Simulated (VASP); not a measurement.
Consider the following.

```xyz
2
Lattice="3.1202 0.0000 0.0000 0.0000 3.1202 0.0000 0.0000 0.0000 3.1202" Properties=species:S:1:pos:R:3 pbc="T T T"
Pt    -0.0376     0.0007     0.0107
Ge     1.5977     1.5594     1.5494
```

Method: PBE GGA, VASP's PBE PAW potentials (set 64) (plane waves; VASP 6.6.1). Numerical set-up: 300 eV cut-off, 6×6×6 Γ-centred mesh, Fermi-Dirac smearing of 0.14 eV, potentials Pt Ge_d.

At this cut-off the stress carries a Pulay error, which pulls relaxed volumes low. Unless said otherwise, spin-orbit coupling is left out, though it shifts the bands of the heavy elements here.

Problem. What does the run give for the energy per atom (σ→0), pressure, largest force, band gap (on the k-mesh) with the smallest direct gap where there is one?

Solution. 
The band gap (on the k-mesh) is none (metal, semimetal or under 0.01 eV) and the energy per atom (σ→0) is -5.358 eV/atom. The pressure is 11.05 GPa and the largest force is 0.191 eV/Å.

Total energies compare only between runs with the same potentials, cut-off and functional.

The structure was generated: GePt was put into an ordered model structure, which need not be its known phase. The cell was not relaxed at this level, atoms are displaced from their ideal sites. The k-mesh is coarse (spacing up to 0.34 per Å, 2π included), so the numbers may not be converged in it.
